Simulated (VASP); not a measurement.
Consider the following.

```xyz
8
Lattice="5.7732 0.0000 0.0000 0.0000 5.7732 0.0000 0.0000 0.0000 5.7732" Properties=species:S:1:pos:R:3 pbc="T T T"
Na     0.0000     0.0000     0.0000
Na     2.8866     2.8866     0.0000
Na     2.8866     0.0000     2.8866
Na     0.0000     2.8866     2.8866
Cl     2.8866     2.8866     2.8866
Cl     0.0000     0.0000     2.8866
Cl     0.0000     2.8866     0.0000
Br     2.8866     0.0000     0.0000
```

Level of theory: PBE GGA, VASP's PBE PAW potentials (set 64) (plane waves; VASP). Settings: 400 eV cut-off, Gaussian smearing of 0.050 eV, potentials Na_pv Cl Br.

Question: Give the energies of bands 17 to 30 at the high-symmetry points, in eV from the valence-band maximum.

Answer: 
```csv
band,Γ,X,M,R
17,-1.64,-1.19,-1.47,-1.92
18,-1.64,-1.19,-1.47,-1.92
19,-1.64,-1.18,-1.42,-1.92
20,-0.66,-1.18,-1.42,-1.84
21,-0.66,-1.07,-0.83,-0.35
22,-0.66,-1.06,-0.83,-0.35
23,-0.58,-0.80,-0.82,-0.35
24,-0.58,-0.72,-0.70,-0.34
25,-0.58,-0.40,-0.35,-0.34
26,0.00,-0.40,-0.35,-0.14
27,0.00,-0.26,-0.20,-0.14
28,0.00,-0.26,-0.20,-0.14
29,4.74,6.60,7.60,6.86
30,6.98,6.76,7.83,6.86
```

The gap is direct, 4.74 eV, from the valence maximum at Γ to the conduction minimum at Γ.

The structure was generated: Na4BrCl3 was put into an ordered model structure (Pm-3m), which need not be its known phase. It was relaxed first.
